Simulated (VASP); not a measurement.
Here is a VASP 6.6.1 calculation.

The input INCAR:

```
PREC     = Accurate       # precision mode
ENCUT    = 350            # plane-wave cutoff, eV
EDIFF    = 1E-5           # SCF threshold, eV
ISMEAR   = 0              # smearing method
SIGMA    = 0.03           # smearing width, eV
LREAL    = Auto         
LASPH    = T              # aspherical terms in the spheres
NELM     = 120            # most SCF steps
ALGO     = Normal         # electronic algorithm
ISIF     = 2              # what is computed and relaxed
LWAVE    = F              # write WAVECAR
LCHARG   = F              # write CHGCAR
ISPIN    = 2              # spin polarisation
MAGMOM   = 2 0 0 0 0 0 0 0 0 0 0 0 0 0 0 0 0 0 0 0 0 0 0 0 # initial moments
LORBIT   = 11             # projections on sites
NUPDOWN  = 2              # fixed moment
LMAXMIX  = 4              # l up to which the mixer works
LDAU     = T              # DFT+U
LDAUTYPE = 2            
LDAUL    = 2 -1 -1        # shell
LDAUU    = 3.5 0 0        # U, eV
LDAUJ    = 0 0 0        
LDAUPRINT= 1            
GGA      = PS             # functional
NBANDS   = 130            # bands
```

File KPOINTS:

```
Automatic mesh
0
Gamma
  2 2 2
```

POSCAR

```
MnIn11As12
1.0
    0.0000000000      9.0870000000      9.0870000000
    6.0580000000      0.0000000000      6.0580000000
    6.0580000000      6.0580000000      0.0000000000
Mn In As
1 11 12
Direct
    0.0000000000      0.0000000000      0.0000000000
    0.0000000000      0.0000000000      0.5000000000
    0.0000000000      0.5000000000      0.0000000000
    0.0000000000      0.5000000000      0.5000000000
    0.3333330000      0.0000000000      0.0000000000
    0.3333330000      0.0000000000      0.5000000000
    0.3333330000      0.5000000000      0.0000000000
    0.3333330000      0.5000000000      0.5000000000
    0.6666670000      0.0000000000      0.0000000000
    0.6666670000      0.0000000000      0.5000000000
    0.6666670000      0.5000000000      0.0000000000
    0.6666670000      0.5000000000      0.5000000000
    0.0833333333      0.1250000000      0.1250000000
    0.0833333333      0.1250000000      0.6250000000
    0.0833333333      0.6250000000      0.1250000000
    0.0833333333      0.6250000000      0.6250000000
    0.4166663333      0.1250000000      0.1250000000
    0.4166663333      0.1250000000      0.6250000000
    0.4166663333      0.6250000000      0.1250000000
    0.4166663333      0.6250000000      0.6250000000
    0.7500003333      0.1250000000      0.1250000000
    0.7500003333      0.1250000000      0.6250000000
    0.7500003333      0.6250000000      0.1250000000
    0.7500003333      0.6250000000      0.6250000000
```

Potentials or basis: VASP PAW PBE potentials, release 64 (Mn_pv, In_d, As).

Launch:

```bash
$ cat potpaw_PBE.64/Mn_pv/POTCAR potpaw_PBE.64/In_d/POTCAR potpaw_PBE.64/As/POTCAR > POTCAR
$ mpirun -np 1 vasp_std > vasp.out
```

Estimate the pressure.

0.9 GPa.

Estimate the largest force.

0.649 eV/Å.

Eigenvalues of the final occupation matrices:
```
    site  spin  trace               eigenvalues
site 1 d     1   4.57  0.90 0.90 0.91 0.93 0.93
site 1 d     2   0.29  0.02 0.02 0.08 0.08 0.09
```

Caveat: the k mesh is coarse (spacing up to 0.45 Å⁻¹), so the values aren't converged; the PAW data sets were made with another functional, which shifts forces and pressure a little; the total moment is fixed, so each spin has its own Fermi level; only a ferromagnetic start was run, and an antiferromagnetic order may lie lower in energy; the U is typed as a test and isn't derived for this compound. The state reached can hang on the start; a lower one may exist.
